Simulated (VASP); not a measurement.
These are vdW-DF2, VASP's PBE PAW potentials (set 64) (plane waves; VASP) values and carry that method's errors.

A VASP calculation is set up with these files.

**INCAR**
```
AGGAC = 0.0
ALGO = Normal
EDIFF = 1E-7
ENCUT = 520
GGA = ML
ISIF = 2
ISMEAR = 0
LASPH = .TRUE.
LCHARG = .FALSE.
LMAXMIX = 4
LREAL = .FALSE.
LUSE_VDW = .TRUE.
LWAVE = .FALSE.
NELM = 100
PREC = Accurate
SIGMA = 0.05
SYSTEM = CdF2
ZAB_VDW = -1.8867
```

### POSCAR
```
CdF2
1
    0.0000000000     2.7791761282     2.7791761282
    2.7791761282     0.0000000000     2.7791761282
    2.7791761282     2.7791761282     0.0000000000
Cd F
1 2
Direct
  1.0000000000   1.0000000000   1.0000000000
  0.2500000000   0.2500000000   0.2500000000
  0.7500000000   0.7500000000   0.7500000000
```

**KPOINTS**
```
Automatic mesh
0
gamma
 7 7 7
```

POTCAR, in this order: Cd F (PBE.64 set). Program: vasp_std.

**Question.** Predict the energy per atom (σ→0).

**Answer.** 
```
Item                            Value
---------------------  --------------
energy per atom (σ→0)  -1.482 eV/atom
```

### OSZICAR
```
...
DAV:   9    -0.444697480235E+01    0.96009E-02   -0.41336E-02   768   0.211E+00    0.122E-01
DAV:  10    -0.444728635224E+01   -0.31155E-03   -0.38447E-03   683   0.859E-01    0.113E-01
DAV:  11    -0.444728445179E+01    0.19005E-05   -0.35971E-04   803   0.278E-01    0.460E-02
DAV:  12    -0.444730504210E+01   -0.20590E-04   -0.10626E-04   684   0.107E-01    0.109E-02
DAV:  13    -0.444730572748E+01   -0.68538E-06   -0.11975E-05   754   0.536E-02    0.952E-03
DAV:  14    -0.444730517969E+01    0.54779E-06   -0.23760E-06   705   0.199E-02    0.336E-03
DAV:  15    -0.444730511774E+01    0.61952E-07   -0.19795E-07   519   0.480E-03
   1 F= -.44473051E+01 E0= -.44473051E+01  d E =-.159962E-18
```

The compound is CdF2 in the fluorite structure. It was relaxed first, which changed the volume by +10 %.
